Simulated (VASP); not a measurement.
```xyz
2
Lattice="0.0000 1.9879 1.9879 1.9879 0.0000 1.9879 1.9879 1.9879 0.0000" Properties=species:S:1:pos:R:3 pbc="T T T"
Li     0.0000     0.0000     0.0000
H      1.9879     1.9879     1.9879
```

The numbers are results of PBEsol GGA, VASP's PBE PAW potentials (set 64) (plane waves; VASP), not measurements. Settings: 600 eV cut-off, 10×10×10 Γ-centred mesh, Gaussian smearing of 0.050 eV, potentials Li_sv H.

**Question.** Estimate the energy per atom (σ→0), band gap (on the k-mesh) with the smallest direct gap where there is one.

**Answer.** 
The band gap (on the k-mesh) comes out as 2.73 eV and the smallest direct gap (on the k-mesh) is 2.73 eV. The energy per atom (σ→0) comes out as -3061 meV/atom.

Only differences to runs with the same potentials and settings are physical.

The compound is LiH in the rock salt structure. It was relaxed first, which changed the volume by -7 %.
